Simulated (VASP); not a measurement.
The input files of a VASP run:

### POSCAR
```
ZrSe2
1
    1.9629734554    -3.3999700147     0.0000000000
    1.9629734554     3.3999700147     0.0000000000
    0.0000000000     0.0000000000     6.4259230997
Zr Se
1 2
Direct
  0.0000000000   0.0000000000   0.0000000000
  0.3333330000   0.6666670000   0.2467142228
  0.6666670000   0.3333330000   0.7532857772
```

File KPOINTS:
```
Automatic
0
G
7 7 4
```

**INCAR**
```
SYSTEM = ZrSe2
PREC = Accurate
ENCUT = 520
EDIFF = 1E-7
NELM = 100
ALGO = Normal
LREAL = .FALSE.
LASPH = .TRUE.
ISMEAR = 0
SIGMA = 0.05
GGA = ML
ZAB_VDW = -1.8867
LUSE_VDW = .TRUE.
AGGAC = 0.0
LMAXMIX = 4
LWAVE = .FALSE.
LCHARG = .FALSE.
ISIF = 4
IBRION = 2
NSW = 30
EDIFFG = -0.01
```

POTCAR, in this order: Zr_sv Se (PBE.64 set). Program: vasp_std.

**Question.** Write an equivalent input for Quantum ESPRESSO's pw.x.

**Answer.** One equivalent input (not run):
```
&CONTROL
  calculation = 'vc-relax'
  pseudo_dir = './pseudo'
  outdir = './out'
  tprnfor = .true.
  tstress = .true.
  nstep = 30
  forc_conv_thr = 0.00039
/
&SYSTEM
  ibrav = 0
  nat = 3
  ntyp = 2
  ecutwfc = 86
  occupations = 'smearing'
  smearing = 'gaussian'
  degauss = 0.003675
  input_dft = 'vdw-df2'
/
&ELECTRONS
  conv_thr = 7.3e-09
  electron_maxstep = 100
/
&IONS
/
&CELL
  cell_dofree = 'shape'
/
ATOMIC_SPECIES
  Zr 91.224 Zr.upf
  Se 78.971 Se.upf
CELL_PARAMETERS angstrom
     1.9629735   -3.3999700    0.0000000
     1.9629735    3.3999700    0.0000000
     0.0000000    0.0000000    6.4259231
ATOMIC_POSITIONS crystal
  Zr   0.0000000  0.0000000  0.0000000
  Se   0.3333330  0.6666670  0.2467142
  Se   0.6666670  0.3333330  0.7532858
K_POINTS automatic
  7 7 4 0 0 0
```
Limits of the translation: the potentials are each code's own (VASP's PAW set, PseudoDojo norm-conserving files in pw.x), so ENCUT and ecutwfc are chosen apart and not converted; conv_thr bounds pw.x's estimated SCF error, while EDIFF bounds the energy change between steps; forc_conv_thr acts on force components and is met together with etot_conv_thr.

The compound is ZrSe2 in the 1T layered structure. This run relaxes it. Symmetry was kept, so distortions that lower it aren't found.
